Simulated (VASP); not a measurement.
Method: MS2 meta-GGA, VASP's PBE PAW potentials (set 64) (plane waves; VASP 6.6.1).

VASP input:

### POSCAR
```
LiF
1
    0.0000000000     2.0047753985     2.0047753985
    2.0047753985     0.0000000000     2.0047753985
    2.0047753985     2.0047753985     0.0000000000
Li F
1 1
Direct
  0.0000000000   0.0000000000   0.0000000000
  0.5000000000   0.5000000000   0.5000000000
```

### KPOINTS
```
Automatic mesh
0
Gamma
11 11 11
0 0 0
```

INCAR:
```
LASPH=.True.
EDIFF=1E-7   # SCF stop (eV)
NELM=100
SYSTEM=LiF
LMIXTAU=.True.
PREC=Accurate
SIGMA=0.05
LWAVE=.False.
ENCUT=520   # plane-wave cut-off (eV)
METAGGA=MS2
ISMEAR=0   # Gaussian
LCHARG=.False.
ISIF=2
LREAL=.False.
ALGO=Normal   # blocked Davidson
```

POTCAR, in this order: Li_sv F (PBE.64 set). Program: vasp_std.

Question: What does the run give for the energy per atom (σ→0), pressure, band gap (on the k-mesh)?

Answer: 
| Property | Value |
|---|---|
| energy per atom (σ→0) | -6.536 eV/atom |
| band gap (on the k-mesh) | 9.74 eV |
| pressure | -2.04 GPa |

OSZICAR:
```
...
DAV:  19    -0.130729068211E+02   -0.29029E-05   -0.13307E-05  1013   0.431E-02    0.586E-03
DAV:  20    -0.130728925021E+02    0.14319E-04   -0.21247E-06  1102   0.172E-02    0.219E-03
DAV:  21    -0.130728953844E+02   -0.28823E-05   -0.18579E-07  1244   0.529E-03    0.149E-03
DAV:  22    -0.130728956501E+02   -0.26577E-06   -0.16797E-07  1046   0.460E-03    0.690E-04
DAV:  23    -0.130728950994E+02    0.55070E-06   -0.11605E-07  1010   0.403E-03    0.143E-04
DAV:  24    -0.130728942161E+02    0.88338E-06   -0.73412E-09   561   0.113E-03    0.996E-05
DAV:  25    -0.130728942530E+02   -0.36917E-07   -0.66933E-10   524   0.276E-04
   1 F= -.13072894E+02 E0= -.13072894E+02  d E =-.339828E-14
```

The compound is LiF in the rock salt structure. This cell is one point of a volume scan, at 1.03 of the reference volume.
